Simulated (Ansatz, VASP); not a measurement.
# ZnSi4S: VASP beside Ansatz, part 3 of 3

Aim: how closely do two programs agree when they are given the same cell, functional and k mesh? The cell is generated by rule, not measured, and may not be a known phase. The cell is taken from a series of runs on this material, whose earlier steps may have relaxed, scaled, displaced or heated it; both programs get it as it stands.

VASP 6.6.1 and Ansatz 0.2.0.

So far: The starting structure; Ansatz: relaxation of cell and atoms, PBEsol, pair 1; VASP: relaxation of cell and atoms, PBEsol, pair 1; Side by side; VASP: relaxation of cell and atoms, PBEsol, pair 2; Ansatz: relaxation of cell and atoms, PBEsol, pair 2.

## (8) Ansatz: relaxation of cell and atoms, PBEsol, pair 3

Level of this step: Ansatz beside VASP: Kohn-Sham DFT, plane waves, PBEsol (Ansatz).

The relaxed volume is the usual yardstick between codes: in a stiff, nearly cubic crystal its relative difference is about their pressure difference at one cell divided by the bulk modulus.

The cell is taken from a series of runs on this material, whose earlier steps may have relaxed, scaled, displaced or heated it; both programs get it as it stands.

input.yaml reads:

```yaml
crystal:
  lattice:
    - [2.7063220021, 2.7063220021, 0.0]
    - [-2.7436386707, 2.7436386707, 0.0]
    - [2.7249803364, -0.0186583343, 8.0933406934]
  atoms:
    - { symbol: S, position: [0.4082756474, 0.0917243526, 0.1834487051] }
    - { symbol: Si, position: [0.3344679596, 0.6655320404, 0.3310640808] }
    - { symbol: Si, position: [0.7521089287, 0.7478910713, 0.4957821427] }
    - { symbol: Si, position: [0.6684760015, 0.3315239985, 0.6630479969] }
    - { symbol: Si, position: [0.085314112, 0.414685888, 0.829371776] }
    - { symbol: Zn, position: [0.0013573508, -0.0013573508, -0.0027147017] }
kpoints:
  mp_grid: { grid: [8, 8, 8] }
hamiltonian:
  xc: pbesol
scf:
  occupations: { method: methfessel_paxton, width: 0.15 }
output:
  forces: true
  stress: true
  eigenvalues: true
relax:
  adjacent_minimum: "off"
  f_tol: 0.001
  max_steps: 60
  cell: { stress_tol: 0.01 }
```

The run is started by

```console
$ ansatz run input.yaml --threads 8 --pin off --max-ram 14336MiB --backend cpu --events-out ev --progress --plain --runs-dir out
```

Numbers of over 12 decimals in the logs are rounded to 6 here.

What it wrote:

```text
[...]
Crystal: 6 atoms, lattice volume = 120.189 Å³
Basis set: ecut = 420 eV, 2351 PW (Γ), exchange–correlation on 54×54×120 points (8 copies of the dense FFT grid, shifted against one another)
Bands: 23, of which v1, the nominal top of the filled ones, is band 17 counted from 1 (16 counted from 0)
Symmetry: 4 space group operations
[...]
k-points: 95 of 512 (time reversal used)
[...]
- [2.706043, 2.706043, 0]
    - [-2.743555, 2.743555, 0]
    - [2.724799, -0.018756, 8.093759]
  atoms:
    - { symbol: S, position: [0.408297, 0.091703, 0.183406] }
    - { symbol: Si, position: [0.334453, 0.665547, 0.331095] }
    - { symbol: Si, position: [0.752088, 0.747912, 0.495823] }
    - { symbol: Si, position: [0.668456, 0.331544, 0.663088] }
    - { symbol: Si, position: [0.085309, 0.414691, 0.829382] }
    - { symbol: Zn, position: [0.00139722, -0.00139722, -0.00279444] }
[key lines of the parts left out:]
SCF converged after 6 iterations
Free energy (F): -6651.920968 eV
Fermi energy:    6.723428 eV
P = ⅓ Tr σ = 0.0008 GPa (0.008 kbar)
```

## (9) VASP: relaxation of cell and atoms, PBEsol, pair 3

The same cell, functional, mesh and smearing now go to VASP, with its own data sets.

INCAR reads:

```
SYSTEM = ZnSi4S
PREC = Accurate
ENCUT = 500
EDIFF = 1E-07
NELM = 120
ISMEAR = 1
SIGMA = 0.15
LREAL = .FALSE.
ALGO = Normal
GGA = PS
NBANDS = 23
LORBIT = 11
LWAVE = .FALSE.
LCHARG = .FALSE.
ISIF = 3
IBRION = 2
NSW = 80
EDIFFG = -0.005
LASPH = .TRUE.
GGA_COMPAT = .FALSE.
NELMIN = 4
KPAR = 2
```

POSCAR reads:

```
ZnSi4S
1.0
    2.7063220000      2.7063220000      0.0000000000
   -2.7436390000      2.7436390000      0.0000000000
    2.7249800000     -0.0186580000      8.0933410000
S Si Zn
1 4 1
Direct
    0.4082756429      0.0917243237      0.1834487142
    0.3344679904      0.6655317670      0.3310640192
    0.7521089251      0.7478908023      0.4957821498
    0.6684760348      0.3315238444      0.6630479304
    0.0853141490      0.4146856999      0.8293717020
    0.0013573504      0.9986426501      0.9972852991
```

KPOINTS reads:

```
Automatic mesh
0
Gamma
8 8 8
0 0 0
```

Potentials, in the order of the species: S, Si and Zn (PBE family, release 64).

The run is started by

```console
$ mpirun -np 2 vasp_std
```

What it wrote:

```text
[... set-up lines as in an earlier step ...]
 entering main loop
       N       E                     dE             d eps       ncg     rms          rms(c)
DAV:   1     0.161522529297E+03    0.16152E+03   -0.14292E+04  4370   0.136E+03
DAV:   2    -0.148191415010E+02   -0.17634E+03   -0.16769E+03  4674   0.274E+02
DAV:   3    -0.298086069117E+02   -0.14989E+02   -0.14716E+02  5612   0.786E+01
DAV:   4    -0.301987015242E+02   -0.39009E+00   -0.38890E+00  5336   0.130E+01
[...]
DAV:  14    -0.290909815111E+02    0.14880E-06   -0.67839E-06  5981   0.260E-02    0.287E-03
DAV:  15    -0.290909816135E+02   -0.10246E-06   -0.75937E-07  6176   0.108E-02    0.154E-03
DAV:  16    -0.290909815898E+02    0.23743E-07   -0.88780E-08  3312   0.292E-03
   1 F= -.29090982E+02 E0= -.29091599E+02  d E =-.290910E+02
[...]
2 F= -.29091060E+02 E0= -.29091679E+02  d E =-.787084E-04
[...]
3 F= -.29091064E+02 E0= -.29091682E+02  d E =-.821542E-04
[...]
4 F= -.29091085E+02 E0= -.29091704E+02  d E =-.214714E-04
[...]
5 F= -.29091095E+02 E0= -.29091715E+02  d E =-.308002E-04
[...]
6 F= -.29091102E+02 E0= -.29091724E+02  d E =-.721984E-05
 trial-energy change:   -0.000007  1 .order   -0.000007   -0.000013   -0.000001
 step:   1.3223(harm=  1.3223)  dis= 0.00064  next Energy=   -29.091102 (dE=-0.716E-05)
 reached required accuracy - stopping structural energy minimisation
```

OUTCAR, selected parts (step 9):

```text
  Total       -0.0002417     -0.0002417      0.0058441     -0.0084130      0.0000000     -0.0000000
  in kB       -0.0032166     -0.0032166      0.0777827     -0.1119731      0.0000000     -0.0000000
  external PRESSURE =       0.0237832 kB  Pullay stress =       0.0000000 kB

 POSITION                                       TOTAL-FORCE (eV/Angst)
 -----------------------------------------------------------------------------------
      1.35399      1.35399      1.48777         0.000000     -0.000000     -0.003068
     -0.01826      2.72623      2.68246        -0.000000      0.000000      0.003470
      1.33573      4.08022      4.01571        -0.000000      0.000000      0.001536
      2.70797      2.70797      5.36997         0.000000     -0.000000     -0.000092
      1.35399      1.35399      6.71588         0.000000     -0.000000     -0.002419
     -0.01826      2.72623      8.07326        -0.000000      0.000000      0.000572
 -----------------------------------------------------------------------------------
    total drift:                               -0.000123      0.000028      0.000344

  FREE ENERGIE OF THE ION-ELECTRON SYSTEM (eV)
  ---------------------------------------------------
  free  energy   TOTEN  =       -29.0911017639 eV

  energy  without entropy=      -29.0929676645  energy(sigma->0) =      -29.09172373

[... 2 parts as in an earlier step ...]

[... 2 further parts left out ...]
[key lines of the parts left out:]
E-fermi :   5.2418
```

## (10) Side by side

Compared:

```
                                         quantity  Ansatz    VASP  difference
                                      volume (Å³)  120.18  120.38     -0.16 %
edge a after relaxation, in the typed setting (Å)   3.827   3.830     -0.07 %
edge b after relaxation, in the typed setting (Å)   3.880   3.881     -0.03 %
edge c after relaxation, in the typed setting (Å)   8.540   8.545     -0.06 %
```

## (11) Results

```yaml
difference_in_volume_relaxation_of_cell_and_atoms_pbesol_pair_1: -0.14 %
difference_in_volume_relaxation_of_cell_and_atoms_pbesol_pair_2: -0.16 %
difference_in_volume_relaxation_of_cell_and_atoms_pbesol_pair_3: -0.16 %
```

What this shows: The difference in volume is -0.16 % (relaxation of cell and atoms, PBEsol, pair 3), within the 1.2 % picked in this series as the mark of a large difference, as far as the stopping tolerances let one tell. 1 further run of this series is not shown here. How closely two codes agree says nothing of how well the functional describes the real material.

[Lines on the potential files, build, host, timing and source positions are cut from VASP's logs without a mark.]

[Logs are printed without paths, hosts, clocks, repeated set-up lines and the standing remarks that a program may print on its own settings, such as how far it seeks lower states.]

[Hosts, paths, dates, database ids (printed as entryN), source tags and the programs' standing remarks are cut or masked in the printed files.]
